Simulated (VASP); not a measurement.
Method: r2SCAN meta-GGA, VASP's PBE PAW potentials (set 64) (plane waves; VASP).

Input for VASP

### POSCAR
```
Lu
1
    1.7910109508    -3.1021220531     0.0000000000
    1.7910109508     3.1021220531     0.0000000000
    0.0000000000     0.0000000000     5.5765727367
Lu
2
Direct
  0.3333330000   0.6666670000   0.2500000000
  0.6666670000   0.3333330000   0.7500000000
```

File KPOINTS:
```
Automatic mesh
0
Gamma
12 12 7
0 0 0
```

### INCAR
```
! general
SYSTEM  = Lu
PREC    = Accurate
ENCUT   = 520   ! plane-wave cut-off (eV)
LREAL   = F   ! projection in real space or not
LASPH   = T   ! aspherical one-centre terms

! electronic loop
EDIFF   = 1E-7   ! SCF stop (eV)
NELM    = 100
ALGO    = Normal
LMAXMIX = 6   ! l cut-off of mixed one-centre charges
LMIXTAU = T

! smearing
ISMEAR  = 1   ! Methfessel-Paxton
SIGMA   = 0.1

! functional
METAGGA = R2SCAN

! ions
IBRION  = 2   ! conjugate gradients
NSW     = 30
ISIF    = 4   ! ions and shape, fixed volume
EDIFFG  = -0.01   ! ionic stop

! output
LWAVE   = F
LCHARG  = F
```

POTCAR, in this order: Lu_3 (PBE.64 set). Program: vasp_std.

The run wrote:

File OUTCAR:
```
 ion  position               nearest neighbor table
   1  0.333  0.667  0.250-   2 3.47   2 3.47   2 3.47   2 3.47   2 3.47   2 3.47
   2  0.667  0.333  0.750-   1 3.47   1 3.47   1 3.47   1 3.47   1 3.47   1 3.47
  LATTYP: Found a hexagonal cell.
 ALAT       =     3.5820219790
 C/A-ratio  =     1.5568225905
 Subroutine PRICEL returns:
 Original cell was already a primitive cell.
 Subroutine GETGRP returns: Found 24 space group operations
The static configuration has the point symmetry D_3d.
 The point group associated with its full space group is D_6h.
The dynamic configuration has the point symmetry D_3d.
 Subroutine INISYM returns: Found 24 space group operations
 Subroutine IBZKPT returns following result:
 Found     76 irreducible k-points:

 Following reciprocal coordinates:
            Coordinates               Weight
  0.000000  0.000000  0.000000      1.000000
  0.083333 -0.000000  0.000000      6.000000
  0.166667 -0.000000  0.000000      6.000000
  0.250000  0.000000  0.000000      6.000000
  0.333333 -0.000000  0.000000      6.000000
  0.416667  0.000000  0.000000      6.000000
  0.500000  0.000000  0.000000      3.000000
  0.083333  0.083333  0.000000      6.000000
  0.166667  0.083333  0.000000     12.000000
  0.250000  0.083333  0.000000     12.000000
  0.333333  0.083333  0.000000     12.000000
  0.416667  0.083333  0.000000     12.000000
  0.166667  0.166667  0.000000      6.000000
  0.250000  0.166667  0.000000     12.000000
  0.333333  0.166667  0.000000     12.000000
  0.416667  0.166667  0.000000      6.000000
  0.250000  0.250000  0.000000      6.000000
  0.333333  0.250000  0.000000     12.000000
  0.333333  0.333333  0.000000      2.000000
  0.000000  0.000000  0.142857      2.000000
  0.083333 -0.000000  0.142857     12.000000
  0.166667 -0.000000  0.142857     12.000000
...
```

OSZICAR:
```
       N       E                     dE             d eps       ncg     rms          rms(c)
DAV:   1    -0.208073642178E+02   -0.20807E+02   -0.89462E+03  3274   0.150E+03
DAV:   2    -0.752307350141E+02   -0.54423E+02   -0.53453E+02  3364   0.735E+02
DAV:   3    -0.776741433103E+02   -0.24434E+01   -0.23390E+01  3584   0.647E+01
DAV:   4    -0.777862043883E+02   -0.11206E+00   -0.10613E+00  3615   0.117E+01
DAV:   5    -0.777918139452E+02   -0.56096E-02   -0.54295E-02  3449   0.244E+00    0.299E+01
DAV:   6    -0.763786871269E+02    0.14131E+01   -0.51665E-01  3179   0.171E+01    0.157E+01
DAV:   7    -0.749377023816E+02    0.14410E+01   -0.48414E-01  3696   0.123E+01    0.543E-01
DAV:   8    -0.762622121026E+02   -0.13245E+01   -0.46153E-01  3745   0.820E+00    0.276E+00
DAV:   9    -0.761555603923E+02    0.10665E+00   -0.71057E-02  3212   0.376E+00    0.723E-01
DAV:  10    -0.761389326432E+02    0.16628E-01   -0.21443E-03  3319   0.889E-01    0.811E-01
DAV:  11    -0.761397738106E+02   -0.84117E-03   -0.69975E-03  3186   0.113E+00    0.309E-01
DAV:  12    -0.761313614505E+02    0.84124E-02   -0.34408E-02  2924   0.215E+00    0.156E-01
DAV:  13    -0.761334476979E+02   -0.20862E-02   -0.12844E-03  3234   0.638E-01    0.784E-02
DAV:  14    -0.761334625580E+02   -0.14860E-04   -0.27339E-05  3340   0.837E-02    0.809E-02
DAV:  15    -0.761334906166E+02   -0.28059E-04   -0.16844E-06  3284   0.298E-02    0.807E-02
DAV:  16    -0.761341208896E+02   -0.63027E-03   -0.82716E-04  3101   0.373E-01    0.603E-02
DAV:  17    -0.761340542941E+02    0.66595E-04   -0.38035E-05  3404   0.104E-01    0.113E-02
DAV:  18    -0.761340755646E+02   -0.21270E-04   -0.75508E-05  2870   0.998E-02    0.387E-02
DAV:  19    -0.761340645828E+02    0.10982E-04   -0.35394E-05  3149   0.709E-02    0.506E-02
DAV:  20    -0.761340685209E+02   -0.39382E-05   -0.70707E-06  2661   0.293E-02    0.316E-02
DAV:  21    -0.761340614212E+02    0.70998E-05   -0.12193E-06  3451   0.178E-02    0.207E-02
DAV:  22    -0.761340594592E+02    0.19620E-05   -0.86674E-08  1538   0.604E-03    0.111E-02
DAV:  23    -0.761340597427E+02   -0.28351E-06   -0.42786E-08  1573   0.965E-03    0.683E-03
DAV:  24    -0.761340611157E+02   -0.13731E-05   -0.18425E-07  2047   0.685E-03    0.450E-03
DAV:  25    -0.761340603481E+02    0.76765E-06   -0.52444E-08  1483   0.760E-03    0.646E-04
DAV:  26    -0.761340608182E+02   -0.47008E-06   -0.47762E-08  1558   0.602E-03    0.735E-04
DAV:  27    -0.761340608265E+02   -0.83298E-08   -0.26059E-08  1468   0.563E-03
   1 F= -.76134061E+02 E0= -.76134417E+02  d E =-.761341E+02
       N       E                     dE             d eps       ncg     rms          rms(c)
DAV:   1    -0.761341073209E+02   -0.46503E-04   -0.18546E-03  3022   0.591E-01    0.348E-02
DAV:   2    -0.761340802539E+02    0.27067E-04   -0.66031E-05  3322   0.119E-01    0.186E-02
DAV:   3    -0.761340754918E+02    0.47621E-05   -0.61189E-06  3545   0.459E-02    0.754E-03
DAV:   4    -0.761340743360E+02    0.11557E-05   -0.50889E-06  3803   0.227E-02    0.612E-03
DAV:   5    -0.761340749181E+02   -0.58204E-06   -0.73542E-07  2823   0.903E-03    0.339E-03
DAV:   6    -0.761340749437E+02   -0.25594E-07   -0.12747E-08  1368   0.336E-03
   2 F= -.76134075E+02 E0= -.76134425E+02  d E =-.141172E-04
```

**OUTCAR**
```
------------------------ aborting loop because EDIFF is reached ----------------------------------------
  FORCE on cell =-STRESS in cart. coord.  units (eV):
  Direction    XX          YY          ZZ          XY          YZ          ZX
  --------------------------------------------------------------------------------------
  Total       -0.9657752     -0.9657752     -0.9558084     -0.0000000      0.0000000      0.0000000
  in kB      -24.9707817    -24.9707831    -24.7130840     -0.0000000      0.0000000      0.0000000
  external PRESSURE =     -24.8848829 kB  Pullay stress =       0.0000000 kB
  volume of cell :       61.97
      direct lattice vectors                 reciprocal lattice vectors
     1.790422987 -3.101103666  0.000000000     0.279263617 -0.161232920  0.000000000
     1.790422987  3.101103666  0.000000000     0.279263617  0.161232920 -0.000000000
     0.000000000  0.000000000  5.580235970     0.000000000  0.000000000  0.179203891
 POSITION                                       TOTAL-FORCE (eV/Angst)
 -----------------------------------------------------------------------------------
      1.79042      1.03370      1.39506        -0.000000      0.000000      0.000000
      1.79042     -1.03370      4.18518         0.000000     -0.000000      0.000000
 -----------------------------------------------------------------------------------
    total drift:                                0.000000      0.000073     -0.000010
  FREE ENERGIE OF THE ION-ELECTRON SYSTEM (eV)
  ---------------------------------------------------
  free  energy   TOTEN  =       -76.1340749437 eV

  energy  without entropy=      -76.1351261889  energy(sigma->0) =      -76.13442536

 reached required accuracy - stopping structural energy minimisation
```
(Selected blocks of OUTCAR.)

File CONTCAR:
```
Lu
   1.00000000000000
     1.7904229869555923   -3.1011036656036195    0.0000000000000000
     1.7904229869555923    3.1011036656036195    0.0000000000000000
     0.0000000000000000    0.0000000000000000    5.5802359697260080
  Lu
     2
Direct
     0.3333330000000032    0.6666669999999968    0.2500000000000000
     0.6666669999999968    0.3333330000000032    0.7500000000000000
```

**OUTCAR**
```
 val. band max:        2.4355533846   @ k =   0.4167   0.0833   0.4286

 cond. band min:       2.4649098402   @ k =   0.4167   0.0000   0.4286


 Fermi energy:         2.4363413353

 k-point     1 :       0.0000    0.0000    0.0000
  band No.  band energies     occupation
      1     -25.7723      2.00000
      2     -25.4151      2.00000
      3     -25.4151      2.00000
      4     -25.3448      2.00000
      5     -25.3448      2.00000
      6     -25.3184      2.00000
      7      -3.6955      2.00000
      8       0.1644      2.00000
      9       2.7956     -0.00000
     10       4.8586      0.00000
     11       4.8586      0.00000
     12       5.3240      0.00000
     13       5.6011      0.00000

 k-point     2 :       0.0833   -0.0000    0.0000
  band No.  band energies     occupation
      1     -25.7630      2.00000
      2     -25.4329      2.00000
      3     -25.4214      2.00000
      4     -25.3637      2.00000
      5     -25.3471      2.00000
      6     -25.3230      2.00000
      7      -3.5350      2.00000
      8       0.3240      2.00000
      9       2.7100     -0.00076
     10       4.4356     -0.00000
     11       5.0079      0.00000
     12       5.3700      0.00000
     13       5.6263      0.00000

 k-point     3 :       0.1667   -0.0000    0.0000
  band No.  band energies     occupation
      1     -25.7363      2.00000
      2     -25.4818      2.00000
      3     -25.4380      2.00000
      4     -25.4143      2.00000
      5     -25.3539      2.00000
      6     -25.3366      2.00000
      7      -3.0687      2.00000
      8       0.7650      2.00000
      9       2.4905      0.21534
     10       3.7441     -0.00000
     11       4.8647      0.00000
     12       5.3565      0.00000
     13       5.4685      0.00000

 k-point     4 :       0.2500    0.0000    0.0000
  band No.  band energies     occupation
      1     -25.6962      2.00000
      2     -25.5492      2.00000
      3     -25.4812      2.00000
...
```

The compound is Lu in the hcp structure. This cell is one point of a volume scan, at 1.06 of the reference volume. Symmetry was kept, so distortions that lower it aren't found.
